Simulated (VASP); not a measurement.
Here is a VASP 6.6.1 calculation.

Contents of INCAR:

```
SYSTEM = GaSn
ALGO = Normal ; EDIFF = 1E-7
EDIFFG = -0.005 ; ENCUT = 600
GGA = PS ; IBRION = 2
ISIF = 3 ; ISMEAR = -1
LASPH = .TRUE. ; LCHARG = .FALSE.
LREAL = .FALSE. ; LWAVE = .FALSE.
NELM = 80 ; NSW = 40
PREC = Accurate ; PSTRESS = 0
SIGMA = 0.05
```

The input KPOINTS:

```
k-points
0
G
  8 8 8
  0 0 0
```

Contents of POSCAR:

```
GaSn
1.0
    0.0000000000      2.9028814200      3.0982155700
    2.7292512900      0.0000000000      3.0982155700
    2.7292512900      2.9028814200      0.0000000000
Ga Sn
1 1
Direct
    0.5000000000      0.5000000000      0.5000000000
    0.0000000000      0.0000000000      0.0000000000
```

Potentials or basis: VASP PAW PBE potentials, release 64 (Ga_d, Sn_d).

Launch:

```bash
$ cat potpaw_PBE.64/Ga_d/POTCAR potpaw_PBE.64/Sn_d/POTCAR > POTCAR
$ mpirun -np 1 vasp_std > vasp.out
```

Task: Predict the relaxed cell.

Result: a = 4.027 Å, b = 4.027 Å, c = 4.027 Å, α = 60.01°, β = 60.00°, γ = 59.99°.

Task: What does it give for the relaxed volume?

Result: 23.09 Å³/atom.

The path:
| step | energy change (eV) | largest force (eV/Å) | pressure (GPa) | volume (Å³) |
| --- | --- | --- | --- | --- |
| 1 | 0.0000 | 0.0000 | -1.81 | 49.09 |
| 2 | -0.1109 | 0.0000 | -0.88 | 47.08 |
| 3 | -0.1344 | 0.0000 | 1.04 | 45.38 |
| 4 | -0.1367 | 0.0000 | 0.55 | 45.74 |
| 5 | -0.1367 | 0.0000 | 0.42 | 45.81 |
| 6 | -0.1376 | 0.0000 | -0.13 | 46.27 |
| 7 | -0.1376 | 0.0000 | -0.05 | 46.23 |
| 8 | -0.1376 | 0.0000 | -0.09 | 46.24 |
| 9 | -0.1377 | 0.0000 | -0.01 | 46.18 |

Caveat: the PAW data sets were made with another functional, which shifts forces and pressure a little.
